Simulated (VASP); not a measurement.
OSZICAR of a VASP run on Er (space group P6_3/mmc):

File OSZICAR:
```
       N       E                     dE             d eps       ncg     rms          rms(c)
DAV:   1     0.977157405225E+03    0.97716E+03   -0.17874E+04  6834   0.339E+03
DAV:   2     0.256874750321E+03   -0.72028E+03   -0.63439E+03  9006   0.806E+02
DAV:   3     0.259791054328E+02   -0.23090E+03   -0.22072E+03  8746   0.258E+02
DAV:   4    -0.959731708844E+01   -0.35576E+02   -0.34030E+02 10272   0.101E+02
DAV:   5    -0.160379693120E+02   -0.64407E+01   -0.63139E+01 10696   0.535E+01    0.120E+02
DAV:   6    -0.333728687224E+02   -0.17335E+02   -0.28576E+01  7518   0.796E+01    0.145E+02
DAV:   7    -0.198863490504E+02    0.13487E+02   -0.12595E+02  6044   0.499E+01    0.717E+01
DAV:   8    -0.232028478406E+03   -0.21214E+03   -0.25405E+02  7352   0.876E+02    0.329E+02
DAV:   9    -0.119840385781E+03    0.11219E+03   -0.80075E+01  8920   0.465E+01    0.278E+02
DAV:  10    -0.870525000128E+02    0.32788E+02   -0.22641E+01 10692   0.255E+01    0.177E+02
DAV:  11    -0.207590766283E+02    0.66293E+02   -0.96136E+01  6376   0.755E+01    0.789E+01
DAV:  12    -0.311031300266E+02   -0.10344E+02   -0.52006E+01  8700   0.785E+01    0.111E+02
DAV:  13    -0.358730283889E+02   -0.47699E+01   -0.10083E+01  9948   0.185E+01    0.112E+02
DAV:  14    -0.218874951279E+02    0.13986E+02   -0.30412E+00  7760   0.257E+01    0.906E+01
DAV:  15    -0.197913342946E+02    0.20962E+01   -0.13186E+01  9376   0.264E+01    0.642E+01
DAV:  16    -0.201743845586E+02   -0.38305E+00   -0.35346E+00 10868   0.103E+01    0.603E+01
DAV:  17    -0.207537305255E+02   -0.57935E+00   -0.73104E-01 10544   0.663E+00    0.644E+01
DAV:  18    -0.198981700168E+02    0.85556E+00   -0.19714E-01  8996   0.552E+00    0.624E+01
DAV:  19    -0.196495705633E+02    0.24860E+00   -0.84373E-01  9108   0.923E+00    0.639E+01
DAV:  20    -0.192629922605E+02    0.38658E+00   -0.22378E+00  7810   0.140E+01    0.618E+01
DAV:  21    -0.197000654449E+02   -0.43707E+00   -0.12317E-01  9530   0.263E+00    0.619E+01
DAV:  22    -0.196011244125E+02    0.98941E-01   -0.67081E-02  9376   0.301E+00    0.609E+01
DAV:  23    -0.195566856712E+02    0.44439E-01   -0.24013E-02 10504   0.907E-01    0.609E+01
DAV:  24    -0.195161337608E+02    0.40552E-01   -0.39701E-03 10664   0.502E-01    0.606E+01
DAV:  25    -0.196189801658E+02   -0.10285E+00   -0.61929E-03  9360   0.116E+00    0.595E+01
DAV:  26    -0.197127604882E+02   -0.93780E-01   -0.99645E-03  8904   0.159E+00    0.591E+01
DAV:  27    -0.202700237392E+02   -0.55726E+00   -0.24862E+00  7560   0.121E+01    0.600E+01
DAV:  28    -0.204335123656E+02   -0.16349E+00   -0.68285E-02  9650   0.322E+00    0.599E+01
DAV:  29    -0.201527595134E+02    0.28075E+00   -0.18015E-01  8376   0.611E+00    0.642E+01
DAV:  30    -0.207465399775E+02   -0.59378E+00   -0.76368E-01  7840   0.134E+01    0.571E+01
DAV:  31    -0.213347734781E+02   -0.58823E+00   -0.41214E-01  8520   0.138E+01    0.547E+01
DAV:  32    -0.212202009519E+02    0.11457E+00   -0.40981E-01  9012   0.801E+00    0.522E+01
DAV:  33    -0.206674573825E+02    0.55274E+00   -0.20230E-01  9688   0.639E+00    0.519E+01
DAV:  34    -0.199054338666E+02    0.76202E+00   -0.12374E-01  9412   0.608E+00    0.545E+01
DAV:  35    -0.213391047338E+02   -0.14337E+01   -0.37634E-01  9316   0.907E+00    0.641E+01
DAV:  36    -0.209198693202E+02    0.41924E+00   -0.19230E-01  9576   0.290E+00    0.636E+01
DAV:  37    -0.206596442060E+02    0.26023E+00   -0.27839E-02 10792   0.184E+00    0.633E+01
DAV:  38    -0.208757741460E+02   -0.21613E+00   -0.20344E-02 10624   0.177E+00    0.639E+01
DAV:  39    -0.205612475428E+02    0.31453E+00   -0.26988E-02  9032   0.378E+00    0.628E+01
DAV:  40    -0.205211239822E+02    0.40124E-01   -0.58127E-03  9276   0.119E+00    0.627E+01
DAV:  41    -0.200085695714E+02    0.51255E+00   -0.55978E-02  7452   0.340E+00    0.614E+01
DAV:  42    -0.201765341783E+02   -0.16796E+00   -0.25118E-02  7704   0.381E+00    0.613E+01
DAV:  43    -0.196623950252E+02    0.51414E+00   -0.29272E-02  7696   0.605E+00    0.608E+01
DAV:  44    -0.186025954547E+02    0.10598E+01   -0.57276E-02  8556   0.682E+00    0.586E+01
DAV:  45    -0.167997116693E+02    0.18029E+01   -0.40705E-01  7180   0.115E+01    0.492E+01
DAV:  46    -0.171267203186E+02   -0.32701E+00   -0.14358E-01  8100   0.238E+00    0.484E+01
DAV:  47    -0.169287769506E+02    0.19794E+00   -0.26116E-02 10264   0.249E+00    0.477E+01
DAV:  48    -0.168410936790E+02    0.87683E-01   -0.19357E-02  9764   0.181E+00    0.488E+01
DAV:  49    -0.125193485205E+02    0.43217E+01   -0.65647E-01  7558   0.239E+01    0.483E+01
DAV:  50    -0.125464458438E+02   -0.27097E-01   -0.29265E-01  9014   0.346E+00    0.483E+01
DAV:  51    -0.131543170518E+02   -0.60787E+00   -0.70570E-01  8114   0.305E+01    0.568E+01
DAV:  52    -0.112647926174E+02    0.18895E+01   -0.90562E-01  8132   0.195E+01    0.539E+01
DAV:  53    -0.564430367867E+01    0.56205E+01   -0.38643E-01  7512   0.159E+01    0.537E+01
DAV:  54    -0.337924098432E+01    0.22651E+01   -0.36783E-01  8634   0.525E+00    0.537E+01
DAV:  55    -0.327900173677E+01    0.10024E+00   -0.13872E-01 10256   0.239E+00    0.538E+01
DAV:  56     0.119200972655E+01    0.44710E+01   -0.20169E+00  6668   0.111E+01    0.512E+01
DAV:  57     0.144509377697E+01    0.25308E+00   -0.27514E-01  8536   0.652E+00    0.512E+01
DAV:  58     0.119835175871E+01   -0.24674E+00   -0.11933E-01  9896   0.268E+00    0.515E+01
DAV:  59     0.314993124835E+01    0.19516E+01   -0.15439E-01  7510   0.301E+00    0.524E+01
DAV:  60     0.397685891091E+01    0.82693E+00   -0.11983E-01  8284   0.259E+00    0.527E+01
DAV:  61    -0.176644091106E+02   -0.21641E+02   -0.66533E+00  6838   0.699E+01    0.479E+01
DAV:  62    -0.216948643676E+02   -0.40305E+01   -0.63511E+00  7940   0.309E+01    0.550E+01
DAV:  63    -0.233756014078E+02   -0.16807E+01   -0.65542E+00  9682   0.202E+01    0.649E+01
DAV:  64    -0.235323442064E+02   -0.15674E+00   -0.94054E-01 10290   0.108E+01    0.664E+01
DAV:  65    -0.238690311975E+02   -0.33669E+00   -0.74160E-01 10766   0.470E+00    0.679E+01
DAV:  66    -0.138687986005E+02    0.10000E+02   -0.14348E+01  6928   0.767E+01    0.499E+01
DAV:  67    -0.223892697437E+02   -0.85205E+01   -0.41897E+00  8200   0.354E+01    0.687E+01
DAV:  68    -0.234043808308E+02   -0.10151E+01   -0.31671E+00  8564   0.181E+01    0.780E+01
DAV:  69    -0.215038661040E+02    0.19005E+01   -0.20571E+00  8850   0.142E+01    0.710E+01
DAV:  70    -0.222523257284E+02   -0.74846E+00   -0.61839E-01  9628   0.961E+00    0.727E+01
DAV:  71    -0.198799894852E+02    0.23723E+01   -0.37626E+01  7314   0.328E+01    0.613E+01
DAV:  72    -0.151043260116E+02    0.47757E+01   -0.18308E+00  8034   0.271E+01    0.592E+01
DAV:  73    -0.149830298721E+02    0.12130E+00   -0.12841E+00  8472   0.766E+00    0.598E+01
DAV:  74    -0.148354061915E+02    0.14762E+00   -0.30287E-01 10880   0.402E+00    0.598E+01
DAV:  75    -0.150837213355E+02   -0.24832E+00   -0.52561E-02 10834   0.241E+00    0.600E+01
DAV:  76    -0.157013206214E+02   -0.61760E+00   -0.24962E-01  7182   0.996E+00    0.584E+01
DAV:  77    -0.159460769219E+02   -0.24476E+00   -0.17207E+00  6854   0.112E+01    0.460E+01
DAV:  78    -0.175387975387E+02   -0.15927E+01   -0.23823E+00  7242   0.259E+01    0.463E+01
DAV:  79    -0.182053113841E+02   -0.66651E+00   -0.20926E+00  8320   0.157E+01    0.383E+01
DAV:  80    -0.181209015195E+02    0.84410E-01   -0.61073E-01  9982   0.476E+00    0.380E+01
DAV:  81    -0.163069249243E+02    0.18140E+01   -0.19558E+00  7878   0.129E+01    0.380E+01
DAV:  82    -0.182410179386E+02   -0.19341E+01   -0.86955E-01  7720   0.141E+01    0.436E+01
DAV:  83    -0.198643159254E+02   -0.16233E+01   -0.53340E-01  7786   0.135E+01    0.508E+01
DAV:  84    -0.195457462748E+02    0.31857E+00   -0.16825E-01  8350   0.518E+00    0.504E+01
DAV:  85    -0.198379721001E+02   -0.29223E+00   -0.99567E-02  8820   0.395E+00    0.538E+01
DAV:  86    -0.212180927269E+02   -0.13801E+01   -0.59219E-01  8152   0.159E+01    0.581E+01
DAV:  87    -0.203853124131E+02    0.83278E+00   -0.68379E-01  8178   0.125E+01    0.575E+01
DAV:  88    -0.215507203096E+02   -0.11654E+01   -0.47459E-01  8966   0.552E+00    0.518E+01
DAV:  89    -0.212797355840E+02    0.27098E+00   -0.12026E-01  9036   0.519E+00    0.492E+01
DAV:  90    -0.204679817301E+02    0.81175E+00   -0.14997E-01  8044   0.780E+00    0.455E+01
DAV:  91    -0.202532859545E+02    0.21470E+00   -0.65228E+00  7614   0.585E+01    0.701E+01
DAV:  92    -0.162435183795E+02    0.40098E+01   -0.62019E+00  7952   0.130E+01    0.662E+01
DAV:  93    -0.173916439843E+02   -0.11481E+01   -0.11135E+00  8540   0.804E+00    0.647E+01
DAV:  94    -0.177927406829E+02   -0.40110E+00   -0.38981E-01  8216   0.350E+00    0.660E+01
DAV:  95    -0.176423903361E+02    0.15035E+00   -0.12503E-01  9300   0.228E+00    0.657E+01
DAV:  96    -0.217607318119E+02   -0.41183E+01   -0.63557E+00  7230   0.228E+01    0.782E+01
DAV:  97    -0.224131803136E+02   -0.65245E+00   -0.79139E-01  8046   0.761E+00    0.838E+01
DAV:  98    -0.207987456683E+02    0.16144E+01   -0.23420E+00  7336   0.653E+00    0.854E+01
DAV:  99    -0.196292281491E+02    0.11695E+01   -0.34509E-01  7146   0.701E+00    0.813E+01
DAV: 100    -0.173892948976E+02    0.22399E+01   -0.96273E+00  7030   0.194E+01
   1 F= -.17389295E+02 E0= -.17301913E+02  d E =-.174764E+00  mag=     7.9723
```

**Question.** Which electronic solver shows in the log?

**Answer.** It is blocked Davidson (ALGO = Normal, or the opening steps of other solvers). The INCAR had ALGO = Normal.

**Question.** How was spin treated?

**Answer.** Collinear spin (ISPIN = 2): the summary line carries one mag value, 7.97 μB in the cell.

**Question.** Can the final energy be trusted as converged?

**Answer.** Convergence was not reached. It stopped with EDIFF = 1E-6, NELM = 100 (PBE GGA, plane waves, VASP's PBE PAW potentials (set 64)).

The structure was generated: Er was put into an ordered model structure, which need not be its known phase. The cell was not relaxed at this level.
